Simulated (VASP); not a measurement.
Input:

```
CELL_PARAMETERS angstrom
      3.65503     0.00000     0.00000
     -1.82752     3.16535     0.00000
      0.00000     0.00000     6.69494
ATOMIC_POSITIONS crystal
  Hf 0.00000 0.00000 0.00000
  Hf 0.00000 0.00000 0.50000
  Si 0.33333 0.66667 0.25000
  Si 0.66667 0.33333 0.75000
```

The numbers are results of PBEsol GGA, VASP's PBE PAW potentials (set 64) (plane waves; VASP), not measurements. Run with 400 eV cut-off, 11×11×5 Γ-centred mesh, tetrahedra with Blöchl corrections, potentials Hf_pv Si.

The cores are frozen, which limits the accuracy of field gradients.

Give the principal components of the electric field gradient (V/Å²) and the asymmetry η at each nucleus.

| atom | Vxx | Vyy | Vzz | η |
|---|---|---|---|---|
| Hf1 | 115.3 | 115.3 | -230.5 | 0.00 |
| Hf2 | 115.3 | 115.3 | -230.5 | 0.00 |
| Si3 | 6.8 | 6.8 | -13.6 | 0.00 |
| Si4 | 6.8 | 6.8 | -13.6 | 0.00 |

The structure was generated: HfSi was put into the NiAs type type (P6_3/mmc), which need not be its known phase. It was relaxed first, which changed the volume by -32 %.
